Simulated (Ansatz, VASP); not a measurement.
# La3InB: VASP beside Ansatz

Wanted: the spread between two codes on one cell, functional and k mesh. The cell is taken from a series of runs on this material, whose earlier steps may have relaxed, scaled, displaced or heated it; both programs get it as it stands.

Method: plane waves, with VASP 6.6.1 beside it; relaxation of cell and atoms at PBEsol, in Ansatz 0.2.0.

**1. Starting point**

Symmetry: P-4m2, No. 115, tetragonal system. Conventional cell: a = 5.210 Å, b = 5.210 Å, c = 5.244 Å, α = 90.00°, β = 90.00°, γ = 90.00°. La has 2 B at 2.62 Å and 4 La at 3.48 Å and 4 In at 3.68 Å nearest. Nearest to La lie 2 B at 2.62 Å and 2 In at 3.48 Å and 2 La at 3.48 Å. Nearest to In lie 8 La at 3.48 to 3.68 Å. Nearest to B lie 6 La at 2.62 Å. Farther neighbours are not listed.

**2. VASP: relaxation of cell and atoms, PBEsol, pair 1**

The relaxed volume is the usual yardstick between codes: in a stiff, nearly cubic crystal its relative difference is about their pressure difference at one cell divided by the bulk modulus.

Lines of VASP's logs that name or quote its potential files are left out, and so is its time.

Input file INCAR:

```
SYSTEM = La3InB
PREC = Accurate
ENCUT = 500
EDIFF = 1E-07
NELM = 200
ISMEAR = 1
SIGMA = 0.2
LREAL = .FALSE.
ALGO = Normal
GGA = PS
NBANDS = 30
LASPH = .TRUE.
LORBIT = 11
LWAVE = .FALSE.
LCHARG = .FALSE.
ISIF = 3
IBRION = 2
NSW = 80
EDIFFG = -0.005
GGA_COMPAT = .FALSE.
NELMIN = 4
LMAXMIX = 6
KPAR = 2
```

Input file POSCAR:

```
La3InB
1.0
    5.2095150000      0.0000000000      0.0000000000
    0.0000000000      5.2095150000      0.0000000000
    0.0000000000      0.0000000000      5.2441540000
La In B
3 1 1
Direct
    0.5000000960      0.5000000960      0.0000000000
    0.0000000000      0.5000000960      0.4411434142
    0.5000000960      0.0000000000      0.5588565858
    0.0000000000      0.0000000000      0.0000000000
    0.5000000960      0.5000000960      0.5000000000
```

Input file KPOINTS:

```
Automatic mesh
0
Gamma
8 8 8
0 0 0
```

Potentials, in the order of the species: La, In_d and B (PBE family, release 64).

The run is started by

```console
$ mpirun -np 2 vasp_std
```

Numbers of over 12 decimals in the logs are rounded to 6 here.

The log of the run:

```text
[banner, memory and clock lines left out]
running    2 mpi-ranks, on    1 nodes
 distrk:  each k-point on    1 cores,    2 groups
 distr:  one band on    1 cores,    1 groups

 POSCAR found type information on POSCAR LaInB
 POSCAR found :  3 types and       5 ions
|                                                                             |
|               ----> ADVICE to this user running VASP <----                  |
|                                                                             |
|     You enforced a specific xc type in the INCAR file but a different       |
|     [... a line on the potential file left out ...]
|     I HOPE YOU KNOW WHAT YOU ARE DOING!                                     |
|                                                                             |

 LDA part: xc-table for (Slater+PW92), standard interpolation
 POSCAR, INCAR and KPOINTS ok, starting setup
 FFT: planning ... GRIDC
 FFT: planning ... GRID_SOFT
 FFT: planning ... GRID
 WAVECAR not read
 entering main loop
       N       E                     dE             d eps       ncg     rms          rms(c)
DAV:   1     0.604108166475E+03    0.60411E+03   -0.17150E+04  4500   0.220E+03
DAV:   2     0.122243562420E+03   -0.48186E+03   -0.47141E+03  6692   0.461E+02
DAV:   3    -0.115037815108E+02   -0.13375E+03   -0.13176E+03  6936   0.301E+02
DAV:   4    -0.286469102235E+02   -0.17143E+02   -0.16381E+02  8504   0.106E+02
DAV:   5    -0.308246614866E+02   -0.21778E+01   -0.21118E+01  8856   0.377E+01    0.993E+00
DAV:   6    -0.269821707568E+02    0.38425E+01   -0.35385E+01  7832   0.288E+01    0.477E+00
DAV:   7    -0.268586709971E+02    0.12350E+00   -0.35845E+00  8648   0.156E+01    0.204E+00
DAV:   8    -0.268542922180E+02    0.43788E-02   -0.46018E-01  8712   0.458E+00    0.973E-01
DAV:   9    -0.268496024148E+02    0.46898E-02   -0.53206E-02  8616   0.164E+00    0.267E-01
DAV:  10    -0.268500305105E+02   -0.42810E-03   -0.85548E-03  8984   0.651E-01    0.109E-01
DAV:  11    -0.268501561850E+02   -0.12567E-03   -0.11647E-03  8784   0.262E-01    0.833E-02
DAV:  12    -0.268502898834E+02   -0.13370E-03   -0.74040E-04  8648   0.186E-01    0.401E-02
DAV:  13    -0.268503277404E+02   -0.37857E-04   -0.15828E-04  8952   0.757E-02    0.231E-02
DAV:  14    -0.268503614498E+02   -0.33709E-04   -0.20431E-04  8192   0.773E-02    0.691E-03
DAV:  15    -0.268503666878E+02   -0.52380E-05   -0.44367E-05  8920   0.385E-02    0.210E-03
DAV:  16    -0.268503674987E+02   -0.81086E-06   -0.67332E-06  7192   0.162E-02    0.125E-03
DAV:  17    -0.268503677950E+02   -0.29634E-06   -0.21950E-06  7152   0.938E-03    0.711E-04
DAV:  18    -0.268503679511E+02   -0.15608E-06   -0.62232E-07  5872   0.619E-03    0.494E-04
DAV:  19    -0.268503678896E+02    0.61507E-07   -0.11592E-07  4228   0.485E-03
   1 F= -.26850368E+02 E0= -.26850013E+02  d E =-.268504E+02
[...]
2 F= -.26850377E+02 E0= -.26850010E+02  d E =-.903429E-05
[...]
3 F= -.26850380E+02 E0= -.26849996E+02  d E =-.124097E-04
[...]
4 F= -.26850386E+02 E0= -.26849991E+02  d E =-.525374E-05
 ZBRENT: can't locate minimum, use default step
 trial-energy change:   -0.000005  1 .order   -0.000005   -0.000005   -0.000005
 step:   1.3143(harm=  1.3143)  dis= 0.00135  next Energy=   -26.850402 (dE=-0.212E-04)
 bond charge predicted
       N       E                     dE             d eps       ncg     rms          rms(c)
DAV:   1    -0.268503830714E+02    0.25396E-05   -0.44611E-03  7076   0.430E-01    0.242E-02
DAV:   2    -0.268503984176E+02   -0.15346E-04   -0.31311E-04  7554   0.201E-01    0.791E-03
DAV:   3    -0.268503984756E+02   -0.58022E-07   -0.19525E-05  8512   0.421E-02    0.479E-03
DAV:   4    -0.268503979508E+02    0.52483E-06   -0.30468E-06  8608   0.149E-02    0.207E-03
DAV:   5    -0.268503978087E+02    0.14208E-06   -0.53666E-07  6458   0.514E-03    0.111E-03
DAV:   6    -0.268503976175E+02    0.19116E-06   -0.63179E-08  3530   0.372E-03    0.163E-04
DAV:   7    -0.268503976025E+02    0.14968E-07   -0.35500E-08  3252   0.312E-03
   5 F= -.26850398E+02 E0= -.26849972E+02  d E =-.173033E-04
 curvature:  -2.79 expect dE=-0.317E-04 dE for cont linesearch -0.476E-05
 trial: gam=-0.14210 g(F)=  0.734E-06 g(S)=  0.106E-04 ort = 0.872E-05 (trialstep = 0.526E+00)
 search vector abs. value=  0.976E-05
 reached required accuracy - stopping structural energy minimisation
```

Parts of OUTCAR (step 2):

```text
ion  position               nearest neighbor table
   1  0.500  0.500  0.000-   5 2.62   5 2.62   2 3.48   3 3.48   3 3.48   2 3.48   4 3.68   4 3.68
                             4 3.68   4 3.68
   2  0.000  0.500  0.441-   5 2.62   5 2.62   4 3.48   1 3.48   1 3.48   4 3.48
   3  0.500  0.000  0.559-   5 2.62   5 2.62   4 3.48   1 3.48   1 3.48   4 3.48
   4  0.000  0.000  0.000-   2 3.48   3 3.48   3 3.48   2 3.48   1 3.68   1 3.68   1 3.68   1 3.68

  LATTYP: Found a simple tetragonal cell.
 ALAT       =     5.2095150000
 C/A-ratio  =     1.0066491794

 Subroutine GETGRP returns: Found  8 space group operations
 (whereof  8 operations were pure point group operations)

The static configuration has the point symmetry D_2d.

 Found     75 irreducible k-points:

   k-points           NKPTS =     75   k-points in BZ     NKDIM =     75   number of bands    NBANDS=     30

   dimension x,y,z NGX =    40 NGY =   40 NGZ =   40
   dimension x,y,z NGXF=    80 NGYF=   80 NGZF=   80

   ENCUT  =  500.0 eV  36.75 Ry    6.06 a.u.   9.50  9.50  9.56*2*pi/ulx,y,z

   NELECT =      49.0000    total number of electrons

 k-points in reciprocal lattice and weights: Automatic mesh
   0.00000000  0.00000000  0.00000000       0.002
   0.12500000  0.00000000  0.00000000       0.008
   0.25000000  0.00000000  0.00000000       0.008
   0.37500000  0.00000000  0.00000000       0.008
   0.50000000  0.00000000  0.00000000       0.004
   0.12500000  0.12500000  0.00000000       0.008
   0.25000000  0.12500000  0.00000000       0.016
   0.37500000  0.12500000  0.00000000       0.016
   0.50000000  0.12500000  0.00000000       0.008
[...]
0.50000000  0.37500000  0.50000000       0.008
   0.50000000  0.50000000  0.50000000       0.002

 average (electrostatic) potential at core
       1 -96.3135       2 -96.2851       3 -96.2851       4 -92.9081       5 -24.4064

 E-fermi :   7.2472

 k-point     1 :       0.0000    0.0000    0.0000
  band No.  band energies     occupation
    ...
     20       6.5443      2.00001
     21       6.7627      2.00325
     22       6.7627      2.00325
     23       6.9114      2.03893
     24       6.9816      2.06808
     25       8.1835     -0.00000
     26       8.2301     -0.00000
     27       8.2301     -0.00000
     28       8.3499     -0.00000
     29       8.3499     -0.00000
    ...

 k-point     2 :       0.1250    0.0000    0.0000
  band No.  band energies     occupation
    ...
     20       6.4494      2.00000
     21       6.6278      2.00011
     22       6.7270      2.00146
     23       7.0406      2.05644
     24       7.0954      1.95780
     25       7.8748     -0.00008
     26       8.0709     -0.00000
     27       8.2390     -0.00000
     28       8.2676     -0.00000
     29       8.3195     -0.00000
    ...

 k-point     3 :       0.2500    0.0000    0.0000
  band No.  band energies     occupation
    ...
     20       6.0325      2.00000
     21       6.5235      2.00000
     22       6.6685      2.00033
     23       6.9398      2.05193
     24       7.0572      2.03829
     25       7.5778     -0.04130
     26       7.9942     -0.00000
     27       8.1517     -0.00000
     28       8.3377     -0.00000
     29       8.4915     -0.00000
    ...

  Total        0.0198436      0.0198436      0.0176610      0.0000000     -0.0000000      0.0000000
  in kB        0.2234974      0.2234974      0.1989141      0.0000000     -0.0000000      0.0000000
  external PRESSURE =       0.2153030 kB  Pullay stress =       0.0000000 kB

  energy-cutoff  :      500.00
  volume of cell :      142.25
      direct lattice vectors                 reciprocal lattice vectors
     5.208388409  0.000000000  0.000000000     0.191997970  0.000000000  0.000000000
     0.000000000  5.208388409 -0.000000000     0.000000000  0.191997970 -0.000000000
     0.000000000  0.000000000  5.243880453     0.000000000  0.000000000  0.190698474

 POSITION                                       TOTAL-FORCE (eV/Angst)
 -----------------------------------------------------------------------------------
      2.60419      2.60419     -0.00000        -0.000000     -0.000000      0.000000
      0.00000      2.60419      2.31574        -0.000000      0.000000      0.002758
      2.60419      0.00000      2.92814         0.000000     -0.000000     -0.002758
      0.00000      0.00000      0.00000        -0.000000      0.000000      0.000000
      2.60419      2.60419      2.62194        -0.000000      0.000000      0.000000
 -----------------------------------------------------------------------------------
    total drift:                               -0.001395     -0.001395      0.000000

  FREE ENERGIE OF THE ION-ELECTRON SYSTEM (eV)
  ---------------------------------------------------
  free  energy   TOTEN  =       -26.8503976025 eV

  energy  without entropy=      -26.8491213054  energy(sigma->0) =      -26.84997217

 reached required accuracy - stopping structural energy minimisation

 total charge
# of ion       s       p       d       f       tot
--------------------------------------------------
    1        2.069   5.573   0.873   0.129   8.644
    2        2.067   5.581   0.862   0.123   8.632
    3        2.067   5.581   0.862   0.123   8.632
    4        0.900   0.693   9.810   0.000  11.402
    5        0.789   0.972   0.000   0.000   1.761
--------------------------------------------------
tot          7.891  18.399  12.407   0.376  39.072

[... 3 further parts left out ...]
```

CONTCAR:

```
La3InB
   1.00000000000000
     5.2083884091433514    0.0000000000000000    0.0000000000000000
     0.0000000000000000    5.2083884091433514   -0.0000000000000000
     0.0000000000000000    0.0000000000000000    5.2438804534005170
  La              In              B
     3     1     1
Direct
     0.5000000960000008    0.5000000960000008    0.0000000000000000
     0.0000000000000000    0.5000000960000008    0.4416074036990046
     0.5000000960000008    0.0000000000000000    0.5583925963009954
     0.0000000000000000    0.0000000000000000    0.0000000000000000
     0.5000000960000008    0.5000000960000008    0.5000000000000000
```

The run keeps the 8 symmetry operations of its start, so it cannot find a distortion of lower symmetry.

(Part 1 of 2 ends here.)

[Lines on the potential files, build, host, timing and source positions are cut from VASP's logs without a mark.]

[Logs are printed without paths, hosts, clocks, repeated set-up lines and the standing remarks that a program may print on its own settings, such as how far it seeks lower states.]

[Hosts, paths, dates, database ids (printed as entryN), source tags and the programs' standing remarks are cut or masked in the printed files.]
